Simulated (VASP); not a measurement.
Method: PBE GGA with D3 dispersion (Becke-Johnson damping), VASP's PBE PAW potentials (set 64) (plane waves; VASP).

A VASP calculation is set up with these files.

**KPOINTS**
```
K-points
0
gamma
9 9 9
```

### INCAR
```
SYSTEM=Rb
PREC=Accurate; ENCUT=520; LREAL=.FALSE.
LASPH=.TRUE.
EDIFF=1E-7; NELM=100; ALGO=Normal
LMAXMIX=4
ISMEAR=1; SIGMA=0.1
GGA=PE; IVDW=12
ISIF=2
LWAVE=.FALSE.; LCHARG=.FALSE.
```

POSCAR:
```
Rb
1
   -2.7804526148     2.7804526148     2.7804526148
    2.7804526148    -2.7804526148     2.7804526148
    2.7804526148     2.7804526148    -2.7804526148
Rb
1
Direct
  0.0000000000   0.0000000000   0.0000000000
```

POTCAR, in this order: Rb_sv (PBE.64 set). Program: vasp_std.

The resulting files:

File OSZICAR:
```
       N       E                     dE             d eps       ncg     rms          rms(c)
DAV:   1     0.460480056186E+02    0.46048E+02   -0.33836E+03   560   0.825E+02
DAV:   2     0.156982183018E+01   -0.44478E+02   -0.44018E+02   640   0.142E+02
DAV:   3    -0.871114707385E+00   -0.24409E+01   -0.24368E+01   736   0.374E+01
DAV:   4    -0.933333919992E+00   -0.62219E-01   -0.62111E-01   952   0.509E+00
DAV:   5    -0.934888125841E+00   -0.15542E-02   -0.15516E-02   784   0.428E-01    0.132E+00
DAV:   6    -0.935182453406E+00   -0.29433E-03   -0.19719E-03   928   0.300E-01    0.803E-01
DAV:   7    -0.935970144794E+00   -0.78769E-03   -0.35757E-03   688   0.408E-01    0.487E-02
DAV:   8    -0.936075218678E+00   -0.10507E-03   -0.12544E-04   784   0.108E-01    0.177E-02
DAV:   9    -0.936085429953E+00   -0.10211E-04   -0.94985E-06   920   0.280E-02    0.467E-03
DAV:  10    -0.936085074515E+00    0.35544E-06   -0.36582E-06   856   0.126E-02    0.992E-04
DAV:  11    -0.936085083439E+00   -0.89245E-08   -0.62160E-08   688   0.199E-03
   1 F= -.10436358E+01 E0= -.10432766E+01  d E =-.107774E-02
```

File OUTCAR:
```
------------------------ aborting loop because EDIFF is reached ----------------------------------------
 Edisp (eV)   -0.10755
  FORCE on cell =-STRESS in cart. coord.  units (eV):
  Direction    XX          YY          ZZ          XY          YZ          ZX
  --------------------------------------------------------------------------------------
  Total      -0.01078    -0.01078    -0.01078    -0.00000     0.00000    -0.00000
  in kB      -0.20089    -0.20089    -0.20089    -0.00000     0.00000    -0.00000
  external pressure =       -0.20 kB  Pullay stress =        0.00 kB
  volume of cell :       85.98
      direct lattice vectors                 reciprocal lattice vectors
    -2.780452615  2.780452615  2.780452615     0.000000000  0.179826837  0.179826837
     2.780452615 -2.780452615  2.780452615     0.179826837  0.000000000  0.179826837
     2.780452615  2.780452615 -2.780452615     0.179826837  0.179826837  0.000000000
 POSITION                                       TOTAL-FORCE (eV/Angst)
 -----------------------------------------------------------------------------------
      0.00000      0.00000      0.00000         0.000000     -0.000000     -0.000000
 -----------------------------------------------------------------------------------
    total drift:                               -0.000000      0.000000      0.000000
  FREE ENERGIE OF THE ION-ELECTRON SYSTEM (eV)
  ---------------------------------------------------
  free  energy   TOTEN  =        -1.0436357973 eV

  energy  without entropy=       -1.0425580615  energy(sigma->0) =       -1.04327655
```
(Selected blocks of OUTCAR.)

The compound is Rb in the bcc structure. It was relaxed first.
